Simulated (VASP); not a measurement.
# Y(0001), as cut: electronic structure

How does Y(0001) behave as a surface?

Main program and level: VASP 6.6.1; PBE; plane waves and PAW (Y_sv).

## 1. The starting structure

The cell holds 5 atoms: 5 Y. Cell: a = 3.650 Å, b = 3.650 Å, c = 29.468 Å, α = 90.0°, β = 90.0°, γ = 60.0°. Vacuum lies along c.

Structure file:

```xyz
5
Lattice="3.6500 0.0000 0.0000 1.8250 3.1610 0.0000 0.0000 0.0000 29.4683" Properties=species:S:1:pos:R:3
Y     0.0000    0.0000    9.0000
Y     3.6500    2.1073   11.8671
Y     0.0000    0.0000   14.7341
Y     3.6500    2.1073   17.6012
Y     0.0000    0.0000   20.4683
```

## 2. Vacuum level and density of states

A static run writes the electrostatic potential without exchange and correlation (LVHAR), which is flat in the vacuum and gives the level to count from. The dipole correction cancels the field that unlike faces would set up across the vacuum.

Contents of INCAR:

```
SYSTEM = Y
PREC = Normal
ENCUT = 300
EDIFF = 1E-06
NELM = 120
ISMEAR = -1
SIGMA = 0.1
LREAL = .FALSE.
ALGO = Fast
GGA = PE
NBANDS = 43
LORBIT = 11
LWAVE = .FALSE.
LCHARG = .TRUE.
IDIPOL = 3
LDIPOL = .TRUE.
DIPOL = 0.5 0.5 0.5
LVHAR = .TRUE.
LVACPOTAV = .TRUE.
LELF = .TRUE.
NEDOS = 1500
```

Contents of POSCAR:

```
Y
1.0
    3.6500000000      0.0000000000      0.0000000000
    1.8250000000      3.1609927238      0.0000000000
    0.0000000000      0.0000000000     29.4683000000
Y
5
Direct
    0.0000000000      0.0000000000      0.3054129353
    0.6666666667      0.6666666667      0.4027064676
    0.0000000000      0.0000000000      0.5000000000
    0.6666666667      0.6666666667      0.5972935324
    0.0000000000      0.0000000000      0.6945870647
```

Contents of KPOINTS:

```
Automatic mesh
0
Gamma
18 18 1
0 0 0
```

Contents of KPOINTS_OPT:

```
Line mode
14
Line-mode
Reciprocal
  0.00000000   0.00000000   0.00000000 GAMMA
  0.00000000  -0.50000000   0.00000000 M

  0.00000000  -0.50000000   0.00000000 M
  0.33333333  -0.33333333   0.00000000 K

  0.33333333  -0.33333333   0.00000000 K
  0.00000000   0.00000000   0.00000000 GAMMA
```

Potentials, in the order of the species: Y_sv (PBE family, release 64).

Launch:

```bash
mpirun -np 2 vasp_std
```

The program printed:

```text
[banner, memory and clock lines left out]
running    2 mpi-ranks, on    1 nodes
 distrk:  each k-point on    2 cores,    1 groups
 distr:  one band on    1 cores,    2 groups

 POSCAR found type information on POSCAR Y
 POSCAR found :  1 types and       5 ions
 LDA part: xc-table for (Slater+PW92), standard interpolation
|                                                                             |
|           W    W    AA    RRRRR   N    N  II  N    N   GGGG   !!!           |
|           W    W   A  A   R    R  NN   N  II  NN   N  G    G  !!!           |
|           W    W  A    A  R    R  N N  N  II  N N  N  G       !!!           |
|           W WW W  AAAAAA  RRRRR   N  N N  II  N  N N  G  GGG   !            |
|           WW  WW  A    A  R   R   N   NN  II  N   NN  G    G                |
|           W    W  A    A  R    R  N    N  II  N    N   GGGG   !!!           |
|                                                                             |
|     The number of bands has been changed from the values supplied in        |
|     The orbitals not found in the WAVECAR file will be initialized with     |
|     random numbers, which is usually adequate. For correlated               |
|     calculations, however, you should redo the groundstate calculation.     |
|     I found NBANDS = 43. Now, NBANDS = 44.                                  |
|                                                                             |

 POSCAR, INCAR and KPOINTS ok, starting setup
 FFT: planning ... GRIDC
 FFT: planning ... GRID_SOFT
 FFT: planning ... GRID
 WAVECAR not read
 entering main loop
       N       E                     dE             d eps       ncg     rms          rms(c)
DAV:   1     0.216342075073E+03    0.21634E+03   -0.21180E+04  4224   0.736E+02
DAV:   2    -0.696637424329E+00   -0.21704E+03   -0.20850E+03  3812   0.222E+02
DAV:   3    -0.297395035246E+02   -0.29043E+02   -0.28453E+02  5364   0.424E+01
DAV:   4    -0.335645298122E+02   -0.38250E+01   -0.37982E+01  5548   0.170E+01
DAV:   5    -0.338418574735E+02   -0.27733E+00   -0.27726E+00  4984   0.371E+00    0.566E+01
RMM:   6    -0.426259370661E+02   -0.87841E+01   -0.81709E+00  4556   0.633E+00    0.530E+01
RMM:   7    -0.439043493324E+02   -0.12784E+01   -0.84659E+00  4730   0.605E+00    0.494E+01
RMM:   8    -0.350757608286E+02    0.88286E+01   -0.33830E+00  4661   0.442E+00    0.277E+01
RMM:   9    -0.320219385660E+02    0.30538E+01   -0.70698E-01  4188   0.242E+00    0.162E+01
RMM:  10    -0.311984436883E+02    0.82349E+00   -0.56404E-01  5195   0.163E+00    0.101E+01
RMM:  11    -0.310157138000E+02    0.18273E+00   -0.16037E-01  5741   0.823E-01    0.739E+00
RMM:  12    -0.309568075766E+02    0.58906E-01   -0.46020E-02  5739   0.545E-01    0.566E+00
RMM:  13    -0.309153192628E+02    0.41488E-01   -0.14986E-01  5296   0.118E+00    0.363E+00
RMM:  14    -0.309266807988E+02   -0.11362E-01   -0.40487E-02  5689   0.469E-01    0.409E+00
RMM:  15    -0.309327938782E+02   -0.61131E-02   -0.15907E-02  6028   0.259E-01    0.432E+00
RMM:  16    -0.309168601157E+02    0.15934E-01   -0.63865E-03  5900   0.163E-01    0.369E+00
RMM:  17    -0.308795450346E+02    0.37315E-01   -0.14967E-02  5183   0.400E-01    0.165E+00
RMM:  18    -0.308777129338E+02    0.18321E-02   -0.17295E-03  5521   0.126E-01    0.120E+00
RMM:  19    -0.308784825128E+02   -0.76958E-03   -0.55099E-04  5541   0.650E-02    0.117E+00
RMM:  20    -0.308767043420E+02    0.17782E-02   -0.18257E-03  5364   0.147E-01    0.174E-01
RMM:  21    -0.308767359009E+02   -0.31559E-04   -0.38720E-04  5615   0.539E-02    0.144E-01
RMM:  22    -0.308768353552E+02   -0.99454E-04   -0.11936E-04  5330   0.334E-02    0.108E-01
WARNING in EDDRMM: call to ZHEGV failed, returncode =   6  3     11
WARNING in EDDRMM: call to ZHEGV failed, returncode =   6  3     11
RMM:  23    -0.308768336502E+02    0.17050E-05   -0.70354E-05  5446   0.228E-02    0.354E-02
WARNING in EDDRMM: call to ZHEGV failed, returncode =   8  4     11
WARNING in EDDRMM: call to ZHEGV failed, returncode =   8  4     11
WARNING in EDDRMM: call to ZHEGV failed, returncode =   8  4     18
RMM:  24    -0.308768542915E+02   -0.20641E-04   -0.25996E-05  4854   0.108E-02    0.460E-02
RMM:  25    -0.308769013584E+02   -0.47067E-04   -0.34505E-05  4786   0.108E-02    0.199E-02
WARNING in EDDRMM: call to ZHEGV failed, returncode =   6  3     11
RMM:  26    -0.308769085602E+02   -0.72018E-05   -0.13673E-05  4334   0.614E-03    0.101E-02
WARNING in EDDRMM: call to ZHEGV failed, returncode =   6  3     13
WARNING in EDDRMM: call to ZHEGV failed, returncode =   6  3     11
RMM:  27    -0.308769166303E+02   -0.80701E-05   -0.96723E-06  3967   0.488E-03    0.376E-03
RMM:  28    -0.308769209268E+02   -0.42965E-05   -0.68692E-06  3436   0.335E-03    0.747E-03
WARNING in EDDRMM: call to ZHEGV failed, returncode =   6  3     17
RMM:  29    -0.308769240985E+02   -0.31717E-05   -0.38100E-06  2984   0.270E-03    0.169E-03
RMM:  30    -0.308769269883E+02   -0.28898E-05   -0.30394E-06  2886   0.238E-03    0.209E-03
RMM:  31    -0.308769302445E+02   -0.32562E-05   -0.17458E-06  2653   0.203E-03    0.243E-03
RMM:  32    -0.308769314445E+02   -0.12000E-05   -0.15491E-06  2337   0.187E-03    0.180E-03
RMM:  33    -0.308769320025E+02   -0.55791E-06   -0.95668E-07  2111   0.172E-03
|                                                                             |
|           W    W    AA    RRRRR   N    N  II  N    N   GGGG   !!!           |
|           W    W   A  A   R    R  NN   N  II  NN   N  G    G  !!!           |
|           W    W  A    A  R    R  N N  N  II  N N  N  G       !!!           |
|           W WW W  AAAAAA  RRRRR   N  N N  II  N  N N  G  GGG   !            |
|           WW  WW  A    A  R   R   N   NN  II  N   NN  G    G                |
|           W    W  A    A  R    R  N    N  II  N    N   GGGG   !!!           |
|                                                                             |
|     Did not find any points to average over, which means that no vacuum     |
|     field-free region was found. Please increase the size of  your cell     |
|     in the dimension of the dipole correction to obtain accurate            |
|     workfunction values.                                                    |
|                                                                             |

   1 F= -.30876932E+02 E0= -.30693485E+02  d E =-.366895E+00
 Start KPOINTS_OPT (optional k-point list driver)
k-point batch [1-37\42]
       N       E                     dE             ncg
DAV:   1    -0.333379133795E+05   -0.71255E+05     4248
DAV:   2    -0.409032657511E+05   -0.75654E+04     3920
DAV:   3    -0.419506873109E+05   -0.10474E+04     5368
DAV:   4    -0.420929959294E+05   -0.14231E+03     5496
DAV:   5    -0.421018030867E+05   -0.88072E+01     4920
DAV:   6    -0.421020722323E+05   -0.26915E+00     5184
DAV:   7    -0.421020859251E+05   -0.13693E-01     4832
DAV:   8    -0.421020863718E+05   -0.44676E-03     4624
DAV:   9    -0.421020863941E+05   -0.22283E-04     4040
DAV:  10    -0.421020863951E+05   -0.94585E-06     2680
k-point batch [38-42\42]
       N       E                     dE             ncg
DAV:   1     0.331165715977E+05   -0.48355E+04      544
DAV:   2     0.319971124340E+05   -0.11195E+04      500
DAV:   3     0.318124693851E+05   -0.18464E+03      792
DAV:   4     0.317945352308E+05   -0.17934E+02      712
DAV:   5     0.317939352513E+05   -0.59998E+00      656
DAV:   6     0.317939181448E+05   -0.17107E-01      672
DAV:   7     0.317939173117E+05   -0.83303E-03      664
DAV:   8     0.317939172980E+05   -0.13733E-04      544
DAV:   9     0.317939172974E+05   -0.55747E-06      536
```

It took 5.3 min on 2 MPI ranks of AMD EPYC 7R43, shared host; peak memory 0.5 GiB.

The logs omit lines about the potential files and the build; timing stands in the text.

OUTCAR, selected parts (step 2):

```text
ion  position               nearest neighbor table
   1  0.000  0.000  0.305-   2 3.56   2 3.56   2 3.56
   2  0.667  0.667  0.403-   1 3.56   1 3.56   1 3.56   3 3.56   3 3.56   3 3.56
   3  0.000  0.000  0.500-   2 3.56   4 3.56   2 3.56   4 3.56   2 3.56   4 3.56
   4  0.667  0.667  0.597-   5 3.56   5 3.56   5 3.56   3 3.56   3 3.56   3 3.56
   5  0.000  0.000  0.695-   4 3.56   4 3.56   4 3.56

  LATTYP: Found a hexagonal cell.
 ALAT       =     3.6500000000
 C/A-ratio  =     8.0735068493

 Subroutine GETGRP returns: Found 12 space group operations
 (whereof 12 operations were pure point group operations)

The static configuration has the point symmetry D_3h.

 Found     37 irreducible k-points:

   k-points           NKPTS =     37   k-points in BZ     NKDIM =     37   number of bands    NBANDS=     44

   dimension x,y,z NGX =    16 NGY =   16 NGZ =  126
   dimension x,y,z NGXF=    32 NGYF=   32 NGZF=  252

   ENCUT  =  300.0 eV  22.05 Ry    4.70 a.u.   5.15  5.15 41.62*2*pi/ulx,y,z

   NELECT =      55.0000    total number of electrons

 k-points in reciprocal lattice and weights: Automatic mesh
   0.00000000  0.00000000  0.00000000       0.003
   0.05555556  0.00000000  0.00000000       0.019
   0.11111111  0.00000000  0.00000000       0.019
   0.16666667  0.00000000  0.00000000       0.019
   0.22222222  0.00000000  0.00000000       0.019
   0.27777778  0.00000000  0.00000000       0.019
   0.33333333  0.00000000  0.00000000       0.019
   0.38888889  0.00000000  0.00000000       0.019
   0.44444444  0.00000000  0.00000000       0.019
[...]
-0.38888889  0.27777778  0.00000000       0.037
  -0.33333333  0.33333333  0.00000000       0.006

 dipolmoment           0.000000      0.000000      0.000000 electrons x Angstroem

 average (electrostatic) potential at core
       1 -41.4345       2 -40.8516       3 -40.9191       4 -40.8516       5 -41.4345

 E-fermi :  -0.1532

 k-point     1 :       0.0000    0.0000    0.0000
  band No.  band energies     occupation
    ...
     21      -4.6449      2.00000
     22      -4.1743      2.00000
     23      -3.5152      2.00000
     24      -2.7248      2.00000
     25      -2.1595      2.00000
     26       0.0262      0.28514
     27       0.0304      0.27507
     28       0.5969      0.00111
     29       0.6628      0.00057
     30       1.1659      0.00000
    ...

 k-point     2 :       0.0556    0.0000    0.0000
  band No.  band energies     occupation
    ...
     21      -4.5804      2.00000
     22      -4.1112      2.00000
     23      -3.4535      2.00000
     24      -2.6637      2.00000
     25      -2.0972      2.00000
     26       0.0334      0.26799
     27       0.0342      0.26626
     28       0.5306      0.00214
     29       0.6225      0.00086
     30       1.1446      0.00000
    ...

 k-point     3 :       0.1111    0.0000    0.0000
  band No.  band energies     occupation
    ...
     21      -4.3899      2.00000
     22      -3.9267      2.00000
     23      -3.2744      2.00000
     24      -2.4869      2.00000
     25      -1.9170      2.00000
     26       0.0253      0.28750
     27       0.0434      0.24579
     28       0.3538      0.01250
     29       0.5279      0.00220
     30       1.0530      0.00001
    ...

  Total       -1.6442518     -1.6442518     -1.2828809     -0.0000000      0.0000000      0.0000000
  in kB       -7.7483185     -7.7483185     -6.0454060     -0.0000000      0.0000000      0.0000000
  external PRESSURE =      -7.1806810 kB  Pullay stress =       0.0000000 kB

  energy-cutoff  :      300.00
  volume of cell :      339.99
      direct lattice vectors                 reciprocal lattice vectors
     3.650000000  0.000000000  0.000000000     0.273972603 -0.158178156  0.000000000
     1.825000000  3.160992724  0.000000000     0.000000000  0.316356312  0.000000000
     0.000000000  0.000000000 29.468300000     0.000000000  0.000000000  0.033934771

 POSITION                                       TOTAL-FORCE (eV/Angst)
 -----------------------------------------------------------------------------------
      0.00000      0.00000      9.00000         0.000000      0.000000      0.182506
      3.65000      2.10733     11.86707        -0.000000      0.000000     -0.178657
      0.00000      0.00000     14.73415        -0.000000     -0.000000      0.000000
      3.65000      2.10733     17.60123        -0.000000     -0.000000      0.178657
      0.00000      0.00000     20.46830         0.000000      0.000000     -0.182506
 -----------------------------------------------------------------------------------
    total drift:                               -0.000000     -0.000000     -0.000000

  FREE ENERGIE OF THE ION-ELECTRON SYSTEM (eV)
  ---------------------------------------------------
  free  energy   TOTEN  =       -30.8769320025 eV

  energy  without entropy=      -30.5100371691  energy(sigma->0) =      -30.69348459

 vacuum level on the upper side and lower side of the slab         3.214         3.214

 total charge
# of ion       s       p       d       f       tot
--------------------------------------------------
    1        2.287   6.134   0.890   0.005   9.316
    2        2.273   6.231   0.908   0.006   9.418
    3        2.278   6.213   0.921   0.006   9.419
    4        2.273   6.231   0.908   0.006   9.418
    5        2.287   6.134   0.890   0.005   9.316
--------------------------------------------------
tot         11.400  30.942   4.516   0.029  46.887

[... 3 further parts left out ...]
```

This run has no spin polarisation. Its electron count is odd, so without a moment it is a metal by construction.

Numbers from this step:

```
electronic cycles                               : 33
electrons                                       : 55
free energy (TOTEN)                             : -30.88 eV
energy at zero smearing                         : -30.69 eV
Fermi energy                                    : -0.1532 eV
labelled metallic, from the levels on this mesh : yes
DOS at the Fermi level                          : 11.47 states/eV/cell
dipole moment                                   : 0, 0, 0 e·Å
vacuum levels                                   : 3.214, 3.214 eV
work functions of the upper and lower face      : 3.367, 3.367 eV
```

Electronic bands along the path, in eV, zero at the Fermi level; # counts the bands kept, so #1 is VASP's band 21:

```csv
point,#5,#6,#7,#8,#9,#10,#11,#12
Γ,-2.01,0.18,0.18,0.75,0.82,1.32,1.56,1.56
0.54 of the way,-0.97,-0.18,-0.15,0.05,0.32,0.40,0.49,1.06
M,-1.19,-0.63,-0.35,-0.10,-0.10,0.55,0.59,1.29
0.46 of the way,-0.87,-0.50,-0.31,-0.04,-0.01,0.51,0.53,0.76
K,-0.52,-0.41,-0.41,-0.11,-0.01,0.29,0.47,0.51
0.46 of the way,-0.59,-0.25,-0.21,0.02,0.04,0.20,0.25,0.91
Γ,-2.01,0.18,0.18,0.75,0.82,1.32,1.56,1.56
```

The density of states has structure finer than the step of the table below, so its rows give means over 0.5 eV, whole bins alone (the curve runs from -12.0 to 7.73 eV). Peaks (eV: height): total 0.04: 11.5, 1.18: 10.3, 2.10: 9.33; Y s -1.67: 0.642; Y p 0.04: 1.64, 1.18: 1.20; Y d -0.03: 4.87, 2.10: 6.22, 4.38: 2.82.

Means over bins of 0.071 eV. Table of density of states by energy, zero at the Fermi level; means over each step; values in states/eV/cell:

```csv
energy (eV),total,Y s,Y p,Y d
-5.5,0,0,0,0
-5.0,0.00562,0.00158,2.3e-5,0
-4.5,0.180,0.0517,0.00425,6.0e-5
-4.0,0.566,0.156,0.0265,0.00292
-3.5,0.914,0.238,0.0695,0.0138
-3.0,1.31,0.316,0.135,0.0440
-2.5,1.85,0.394,0.225,0.137
-2.0,3.04,0.528,0.350,0.484
-1.5,4.72,0.602,0.458,1.23
-1.0,5.27,0.387,0.495,1.87
-0.5,6.88,0.140,0.804,2.97
0.0,10.8,0.106,1.51,4.55
0.5,8.45,0.0515,1.32,3.57
1.0,8.57,0.0505,1.03,4.58
1.5,9.11,0.0642,0.876,5.34
2.0,8.66,0.0487,0.400,5.75
2.5,8.24,0.0401,0.474,5.21
3.0,6.07,0.0529,0.451,3.76
3.5,3.89,0.0312,0.212,2.73
4.0,2.88,0.0234,0.149,2.14
4.5,3.32,0.0324,0.146,2.56
5.0,1.23,0.0106,0.0631,0.966
5.5,0.0802,2.6e-4,0.00748,0.0622
6.0,0.00108,0,4.8e-5,6.9e-4
6.5,0,0,0,0
```

The planar average of the electrostatic potential oscillates, so the rows of the table below give means over windows of 2.92 Å about each position, cut where the curve ends. Its maxima inside the range that stand out by 2 % of the span (Å: eV): 10.4: 0.925, 13.3: 0.755, 16.1: 0.755, 19.1: 0.925. Its minima: 9.0: -6.80, 11.9: -6.36, 14.7: -6.49, 17.5: -6.36, 20.5: -6.80.

Zero at the Fermi level. Table of planar average of the electrostatic potential by height; means over each step:

```csv
height (Å),planar average of the electrostatic potential (eV)
1.46,3.37
4.38,3.35
7.30,0.383
10.22,-3.02
13.14,-3.02
16.06,-3.04
18.98,-2.98
21.90,-0.533
24.82,3.34
27.74,3.37
```

Density of states in the PAW spheres, an atom over height of the layer and energy from the Fermi level.

Ten even steps from '0' (0.00 states/eV) to '9' (1.63 states/eV), each cell a mean:
```
94549
87778
55555
33333
33333
22222
11111
11111
00000
00000
00000
00000
00000
00000
00000
00000
00000
00000
00000
00000
00000
00000
```
Columns: height of the layer (Å) from 9 to 20.5; rows upwards: energy from the Fermi level (eV) from -7.9 to 0.5.

Force by atom:

```csv
atom,x (eV/Å),y (eV/Å),z (eV/Å),size
Y1,0.000,0.000,0.183,0.183
Y2,0.000,0.000,-0.179,0.179
Y3,0.000,0.000,0.000,0.000
Y4,0.000,0.000,0.179,0.179
Y5,0.000,0.000,-0.183,0.183
```

ELF in the ca plane at fractional y = 0.000, with atoms of Y within 0.2 Å of it. It is the smooth field of the valence electrons, not physical close to the nuclei.

Ten even steps from '0' (0.00) to '9' (0.79), each cell a mean:
```
96227887775148998623677887414899862000000030
74135543454226887413543445422688741011000000
32233211123212343123211112331244311221100000
23442122112432111343112211344211123442100000
45641133212554323553113321356433355543100000
24541123212543212453112311354322234543100000
22332111113321222133211112332222212232100000
53134322234214675213432234422567621111000000
86236776664137998523676677414899851000000000
97227999985258999723789998425999972000000000
```
Columns run along c (16.0 Å, from fractional 0.32 to 0.86 of the cell), rows up along a (3.6 Å). Atoms in or near the plane, at fractional coordinates: Y at (0.50, 0.00), Y at (0.69, 0.00).

Electrostatic potential energy in the ca plane at fractional y = 0.000, with atoms of Y within 0.2 Å of it. With pseudopotentials it is smooth inside the atoms' cores, unlike the true potential.

Ten even steps from '0' (-21 eV) to '9' (3 eV), each cell a mean:
```
02589999998731000368999999863000036899999999
14689988898752112478988889874211247899999999
46888877788875445788877778887543568999999999
78998655678988777898865568898777789999999999
89998644578999888998754457899988899999999999
89998654578998888998764467899888889999999999
67898766788886556788876678888655678999999999
35789888888863223578888888885322357899999999
03689999998741001368999999873100136899999999
02589999998630000268999999862000025899999999
```
Columns run along c (16.0 Å, from fractional 0.32 to 0.86 of the cell; values clipped at the 3rd and 97th percentile), rows up along a (3.6 Å). Atoms in or near the plane, at fractional coordinates: Y at (0.50, 0.00), Y at (0.69, 0.00).

(Part 1 of 3 ends here.)

[Lines on the potential files, build, host, timing and source positions are cut from VASP's logs without a mark.]

[Logs are printed without paths, hosts, clocks, repeated set-up lines and the standing remarks that a program may print on its own settings, such as how far it seeks lower states.]

[Hosts, paths, dates, database ids (printed as entryN), source tags and the programs' standing remarks are cut or masked in the printed files.]

[In band tables of VASP the shares of atoms and orbitals are scaled to a sum of 1 inside the atoms' spheres.]

[Runs that stopped without an error message from VASP are left out.]
